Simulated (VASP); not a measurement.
The system is WC.

```xyz
2
Lattice="2.9065 0.0000 0.0000 -1.4532 2.5171 0.0000 0.0000 0.0000 2.8366" Properties=species:S:1:pos:R:3 pbc="T T T"
W     0.0000    0.0000    0.0000
C     1.4533    0.8390    1.4183
```

Base run:

- Program: VASP 6.6.1
- Functional: PBE
- Potentials or basis: VASP PAW PBE potentials, release 64 (W_sv, C)
- Cutoff: 520 eV
- k mesh: 15 × 15 × 12
- Occupations: gaussian, width 0.1 eV
- Spin: no spin polarisation

Its results: band gap on the k mesh none (metal or under the smearing width); pressure 6.7 GPa.

Task: The run is repeated on the same cell with these changes: k mesh from 15 × 15 × 12 to 6 × 6 × 4. What comes out?

Result: Band gap on the k mesh none (metal or under the smearing width); pressure 7.1 GPa.

Caveats: some runs use coarse meshes.

Not every run made on this cell is shown here.
